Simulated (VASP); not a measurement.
Input:

```
Ti
1.0
    0.00000     2.76541     2.76541
    2.76541     0.00000     2.76541
    2.76541     2.76541     0.00000
Ti
2
Direct
  0.75000   0.75000   0.75000
  0.50000   0.50000   0.50000
```

Method: r2SCAN meta-GGA, VASP's PBE PAW potentials (set 64) (plane waves; VASP). Settings: 400 eV cut-off, 13×13×13 Γ-centred mesh, tetrahedra with Blöchl corrections, potentials Ti_sv.

**Question.** Predict the energy per atom (σ→0), band gap (over mesh and band path) with the smallest direct gap where there is one.

**Answer.** 
band gap (over mesh and band path): none (metal, semimetal or under 0.01 eV)
energy per atom (σ→0): -10.348 eV/atom

The absolute energy has meaning only against runs of the same code, potentials and settings.

The structure was generated: Ti was put into the diamond type (Fd-3m), which need not be its known phase. It was relaxed first, which changed the volume by -14 %.
